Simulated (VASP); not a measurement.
Input:

```xyz
2
Lattice="0.0000 3.1172 3.1172 3.1172 0.0000 3.1172 3.1172 3.1172 0.0000" Properties=species:S:1:pos:R:3 pbc="T T T"
K      0.0000     0.0000     0.0000
Cl     3.1172     3.1172     3.1172
```

All values below come from r2SCAN+rVV10, VASP's PBE PAW potentials (set 64) (plane waves; VASP). Settings: 520 eV cut-off, 8×8×8 Γ-centred mesh, tetrahedra with Blöchl corrections, potentials K_sv Cl.

Task: Give the energies of bands 6 to 11 at the high-symmetry points, in eV from the valence-band maximum.

Result: 
```json
[
 {"band": "6", "Γ": "0.00", "X": "-0.70", "U": "-0.60", "L": "-1.11", "W": "-0.51"},
 {"band": "7", "Γ": "0.00", "X": "-0.23", "U": "-0.58", "L": "-0.35", "W": "-0.50"},
 {"band": "8", "Γ": "0.00", "X": "-0.23", "U": "-0.31", "L": "-0.35", "W": "-0.50"},
 {"band": "9", "Γ": "5.82", "X": "6.92", "U": "7.73", "L": "8.10", "W": "8.54"},
 {"band": "10", "Γ": "9.00", "X": "9.29", "U": "9.67", "L": "9.27", "W": "8.54"},
 {"band": "11", "Γ": "9.00", "X": "10.74", "U": "10.31", "L": "11.39", "W": "10.47"}
]
```

The gap is direct, 5.82 eV, from the valence maximum at Γ to the conduction minimum at Γ.

Measured: gap 8.50 eV (computed value off by -2.68 eV), as given by David Koller et al., Journal of Physics Condensed Matter (2013), arXiv:1304.4470.

The compound is KCl in the rock salt structure. It was relaxed first.
